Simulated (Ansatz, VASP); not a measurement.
**GaAs: VASP beside Ansatz**

Wanted: the spread between two codes on one cell, functional and k mesh. The cell is taken from a series of runs on this material, whose earlier steps may have relaxed, scaled, displaced or heated it; both programs get it as it stands.

Main program and level: Ansatz 0.2.0; plane waves, with VASP 6.6.1 beside it; zone-centre phonons at LDA.

## (1) Set-up

Symmetry: F-43m, No. 216, cubic system. Conventional cell: a = 5.527 Å, b = 5.527 Å, c = 5.527 Å, α = 90.00°, β = 90.00°, γ = 90.00°. Nearest to Ga lie 4 As at 2.39 Å. Nearest to As lie 4 Ga at 2.39 Å. Farther neighbours are not listed.

## (2) Ansatz: zone-centre phonons, LDA, pair 1

Ansatz runs on its PAW soft_1 files.

Second derivatives magnify differences that forces hide, and they need a tight electronic threshold.

Contents of input.yaml:

```yaml
crystal:
  lattice:
    - [0.0, 2.7636993858, 2.7636993858]
    - [2.7636993858, 0.0, 2.7636993858]
    - [2.7636993858, 2.7636993858, 0.0]
  atoms:
    - { symbol: Ga, position: [0.0, 0.0, 0.0] }
    - { symbol: As, position: [0.75, 0.75, 0.75] }
kpoints:
  mp_grid: { grid: [12, 12, 12] }
hamiltonian:
  xc: lda
  pseudopotentials: { kind: paw, azcp: { folder: soft_1 }, xc_functional: pbe }
scf:
  occupations: { method: fixed }
output:
  eigenvalues: true
phonons:
  method: dfpt
  dielectric: true
  rigid_motions: translations
```

Started as:

```bash
ansatz run input.yaml --threads 4 --pin off --max-ram 10240MiB --backend cpu --events-out ev --progress --plain --runs-dir out
```

Numbers of over 12 decimals in the logs are rounded to 6 here.

The log of the run:

```text
Engine: ansatz 0.2.0, aarch64-unknown-linux-gnu
Pseudopotentials: kind: paw
Pseudopotential: Ga, paw, valence charge 13, recommended cutoff 420 eV (normal), soft_1/Ga.paw.azcp
Pseudopotential: As, paw, valence charge 15, recommended cutoff 420 eV (normal), soft_1/As.paw.azcp
Functional definition: SPW92
  exchange = slater_x
  correlation = pw_c
Crystal: 2 atoms, lattice volume = 42.218 Å³
Basis set: ecut = 420 eV, 869 PW (Γ), exchange–correlation on 54×54×54 points (8 copies of the dense FFT grid, shifted against one another)
Bands: 18, of which v1, the nominal top of the filled ones, is band 14 counted from 1 (13 counted from 0)
Symmetry: 24 space group operations
k-points: 280 of 1728 (irreducible under 4 space group operations, time reversal used)
Non-local potential: Ga, projectors of the file, l = 0: 2, l = 1: 2, l = 2: 3, l = 3: 1
Non-local potential: As, projectors of the file, l = 0: 2, l = 1: 2, l = 2: 3, l = 3: 1
PAW form: soft (Blöchl's): semilocal exchange-correlation on the pseudo side does not see the compensation charge
PAW frozen core: Ga, regenerated for the run's functional, and the local potential with it (the file was generated under x = pbe(κ = 0.804, μ = 0.219515), c = pbe(β = 0.066725))
PAW frozen core: As, regenerated for the run's functional, and the local potential with it (the file was generated under x = pbe(κ = 0.804, μ = 0.219515), c = pbe(β = 0.066725))
PAW one-centre angular grid: Ga, 590 points (default); XC on 64 Gauss nodes
PAW one-centre angular grid: As, 590 points (default); XC on 64 Gauss nodes
Initial density: superposition of atomic densities (chi_scale 0.1, normalization cell, long waves kept (reshape's long-wave potential 0.00 eV rms))
Initial wavefunctions: pseudopotential atomic-orbital guess
Functional: x = slater, c = lda
SCF iter   1: F=—  HF=-8481.449113 eV  |F-HF|=—  |Δ(HF+E_count)|=         —  Δρ=4.39e-2  dr2=5.23e-1  ethr=3.10e-3  ⟨swp⟩=4.9  Hψ=22582  notcnv=0  defer=518
preconditioner: auto → none  [insulator: Δε(μ)=0.884 eV  Ē_g=16.082 eV  n_scr=14 (ndim 8)  ℏωp=24.2 eV  f_vac=0.000  ε∞_Penn≈3.3]
SCF iter   2: F=—  HF=-8481.313466 eV  |F-HF|=—  |Δ(HF+E_count)|=   1.36e-1  Δρ=1.84e-2  dr2=8.18e-2  ethr=1.87e-3  ⟨swp⟩=2.0  Hψ=7896  notcnv=0  defer=504
SCF iter   3: F=—  HF=-8481.292938 eV  |F-HF|=—  |Δ(HF+E_count)|=   2.05e-2  Δρ=4.92e-3  dr2=4.38e-3  ethr=2.92e-4  ⟨swp⟩=2.1  Hψ=8228  notcnv=0  defer=506
SCF iter   4: F=—  HF=-8481.289412 eV  |F-HF|=—  |Δ(HF+E_count)|=   3.53e-3  Δρ=9.21e-4  dr2=1.59e-4  ethr=1.57e-5  ⟨swp⟩=2.7  Hψ=8369  notcnv=0  defer=545
SCF iter   5: F=—  HF=-8481.289419 eV  |F-HF|=—  |Δ(HF+E_count)|=   6.45e-6  Δρ=2.28e-4  dr2=1.93e-5  ethr=5.67e-7  ⟨swp⟩=2.0  Hψ=9534  notcnv=0  defer=546
SCF iter   6: F=—  HF=-8481.289413 eV  |F-HF|=—  |Δ(HF+E_count)|=   5.43e-6  Δρ=5.93e-5  dr2=8.41e-7  ethr=6.89e-8  ⟨swp⟩=2.0  Hψ=9156  notcnv=0  defer=496
SCF iter   7: F=—  HF=-8481.289413 eV  |F-HF|=—  |Δ(HF+E_count)|=   1.03e-7  Δρ=1.25e-5  dr2=2.69e-8  ethr=3.00e-9  ⟨swp⟩=2.4  Hψ=8486  notcnv=0  defer=3
SCF iter   8: F=—  HF=-8481.289413 eV  |F-HF|=—  |Δ(HF+E_count)|=   1.26e-8  Δρ=2.51e-6  dr2=1.18e-9  ethr=9.60e-11  ⟨swp⟩=2.0  Hψ=7840  notcnv=0  defer=3
SCF iter   9: F=-8481.289413 eV  HF=-8481.289413 eV  |F-HF|=1.82e-12  |Δ(HF+E_count)|=  8.00e-10  Δρ=2.73e-7  dr2=7.79e-12  ethr=1.00e-12  ⟨swp⟩=8.1  Hψ=32252  notcnv=0
SCF 1 converged in 9 iterations: F = -8481.289413 eV  dr2 = 7.79e-12
  greatest PAW one-centre occupation: 0.999 electrons in one spin orbital (limit 2), on the As atom at site 1 (counted from 0), in its partial waves of l = 2
NSCF: frozen V_eff on 1 k-points
DFPT response loops at Γ: preconditioner auto → none (the input reference at scf.mixing.eps_inf says where Resta's filter doesn't serve); β = 0.50; Broyden in place of MSR1
── the response to a field inside a basis, on 14×14×14 k-points: an SCF that follows is theirs, and a resumed run solves both again ──
Bands: 15, of which v1, the nominal top of the filled ones, is band 14 counted from 1 (13 counted from 0)
k-points: 280
Initial density: handed on by an earlier stage of this run
Initial wavefunctions: pseudopotential atomic-orbital guess (no wavefunctions were taken with the density)
Eigensolver: Dense (280 Hₖ)
SCF iter   1: F=—  HF=-8481.288354 eV  |F-HF|=—  |Δ(HF+E_count)|=         —  Δρ=1.22e-4  dr2=2.75e-6  ethr=1.00e-1
preconditioner: auto → none  [insulator: Δε(μ)=0.860 eV  Ē_g=13.291 eV  n_scr=14 (ndim 8)  ℏωp=24.2 eV  f_vac=0.053  ε∞_Penn≈4.3]
SCF iter   2: F=—  HF=-8481.288353 eV  |F-HF|=—  |Δ(HF+E_count)|=   1.15e-6  Δρ=8.66e-5  dr2=1.38e-6  ethr=9.83e-9
SCF iter   3: F=—  HF=-8481.288353 eV  |F-HF|=—  |Δ(HF+E_count)|=   8.00e-8  Δρ=1.57e-5  dr2=8.09e-8  ethr=4.91e-9
SCF iter   4: F=-8481.288353 eV  HF=-8481.288353 eV  |F-HF|=6.71e-9  |Δ(HF+E_count)|=   1.55e-7  Δρ=4.02e-6  dr2=5.10e-9  ethr=2.89e-10
SCF 1 converged in 4 iterations: F = -8481.288353 eV  dr2 = 5.10e-9
DFPT response loops at Γ: mixed as the last ones told, above
WARN: field response: ε∞ stands inside a basis, on 14×14×14 points; the force constants stand on the 12×12×12 k-mesh, whose period is 9.99 times the interband length at k = (0.0000, 0.0000, 0.0000), direct gap 0.805 eV, under 14: take them and everything formed from them as unconverged, and compare with a denser kpoints.mp_grid
SCF converged after 9 iterations
Free energy (F): -8481.289413 eV
Harris-Foulkes:  -8481.289413 eV  (|F-HF|=1.82e-12)
Internal energy: -8481.289413 eV  (E = F + TS)
E sigma→0 (E₀):  -8481.289413 eV
Fermi energy:    8.544111 eV
--- Per-component energies (eV) ---
  E_band       = -309.072935
  E_kinetic    = 212.564503
  E_local      = -3567.636956  (includes V_loc(G=0)·N_el)
  E_nonlocal   = -480.892053
  E_hartree    = 2093.443984
  E_xc         = -134.541719
  E_vxc        = -132.029110  (∫ρ·V_xc dr)
  E_paw        = -3847.636814  (= ΣΔE_a)
  E_vpaw       = -527.966917  (= ΣTr[D̂ρ^β])
  E_aug_tail   = -0.000270  (compensation charges beyond the density's cutoff)
  E_ewald      = -2760.393798
  E_core_change = 3.803710  (= ΣΔE_core)
  E_smearing   = -0.000000  (= −TS)
  E_closure    = 0.000000  (closes the sum)
  Σ components = -8481.289413   (vs F -8481.289413, Δ=0.00e0)
--- Band table (eV; the first three rows and the last of 280) ---
  k-point 0: bands = [... 10 lower, -4.7438, 8.5441, 8.5441, 8.5441, 9.3493, 12.2495, 12.2495, 12.2495]
  k-point 1: bands = [... 10 lower, -4.6532, 7.3366, 8.4165, 8.4165, 10.1225, 12.4347, 12.4347, 12.4355]
  k-point 2: bands = [... 10 lower, -4.3901, 5.7378, 8.1204, 8.1204, 10.3125, 12.8424, 12.8424, 13.3463]
  k-point 279: bands = [... 10 lower, -1.8698, 1.5634, 4.6591, 4.8497, 13.2210, 13.4000, 14.0680, 14.5334]
--- Phonons (Γ-DFPT): 2 representative perturbations + reference, on 280 of 1728 k-points (Σ response iterations 6) ---
  k mesh reduced under 4 symmetry operations, with k and −k counted as one. Each operation leaves every solved perturbation unchanged. A smaller set is not considered because the run solves the response to a homogeneous field
  ASR residual: 1.289e-4 → 0.000e0 eV/Å²; symmetrization residual: 3.993e-7 eV/Å²
  ASR residual per site (eV/Å²): 1.29e-4 9.53e-5
  Γ frequencies (cm⁻¹): 0.00 0.00 0.00 282.46 282.46 282.46
  ε∞ (high-frequency dielectric tensor):
       12.953030    -0.000000    -0.000000
       -0.000000    12.953030     0.000000
       -0.000000     0.000000    12.953030
  ε⁰ (static dielectric tensor: ions relaxed, cell fixed):
       14.545596    -0.000000    -0.000000
       -0.000000    14.545596     0.000000
       -0.000000     0.000000    14.545596
  ε⁰ − ε∞ (ionic part):
        1.592567     0.000000     0.000000
        0.000000     1.592567    -0.000000
        0.000000    -0.000000     1.592567
  softest optical mode at Γ: 282.46 cm⁻¹; the repairs (sum rule, projections) moved no ω² at Γ by more than (0.72 cm⁻¹)²
  Born effective charges Z* (e; rows j = field, columns β = displacement):
    site 0:
         1.98421    0.00000   -0.00000
        -0.00000    1.98421    0.00000
         0.00000    0.00000    1.98421
    site 1:
        -1.98421   -0.00000    0.00000
         0.00000   -1.98421   -0.00000
        -0.00000   -0.00000   -1.98421
  Z* charge neutrality: 1.251e-4 e pre-enforcement
  solved inside a basis spanned on kpoints, on 14×14×14 k-points transformed towards the longest dipole: ε∞ is read to err by 3.6e-2, Z* by 1.6e-2 e (field_mesh: kpoints solves on kpoints); Z* is corrected for what the basis lacks
  optical modes at Γ without the LO–TO term, one row a degenerate level:
      ω (cm⁻¹)  modes    IR ((D/Å)²/amu)
        282.46      3             7.5454
  optical modes at Γ + LO–TO along q̂ = [1.0000, 0.0000, 0.0000]:
      ω (cm⁻¹)  modes    IR ((D/Å)²/amu)
        282.46      2             5.0302
        299.32      1             2.5151
  optical modes at Γ + LO–TO along q̂ = [0.0000, 1.0000, 0.0000]:
      ω (cm⁻¹)  modes    IR ((D/Å)²/amu)
        282.46      2             5.0302
        299.32      1             2.5151
  optical modes at Γ + LO–TO along q̂ = [0.0000, 0.0000, 1.0000]:
      ω (cm⁻¹)  modes    IR ((D/Å)²/amu)
        282.46      2             5.0302
        299.32      1             2.5151
```

Reading the cycles: dr2 is the Hartree energy of the density residual (eV), the measure of convergence; HF is the Harris–Foulkes estimate of the energy, which meets the free energy F at convergence.

(Continued in part 2 of 3.)

[Lines on the potential files, build, host, timing and source positions are cut from VASP's logs without a mark.]

[Logs are printed without paths, hosts, clocks, repeated set-up lines and the standing remarks that a program may print on its own settings, such as how far it seeks lower states.]

[Hosts, paths, dates, database ids (printed as entryN), source tags and the programs' standing remarks are cut or masked in the printed files.]
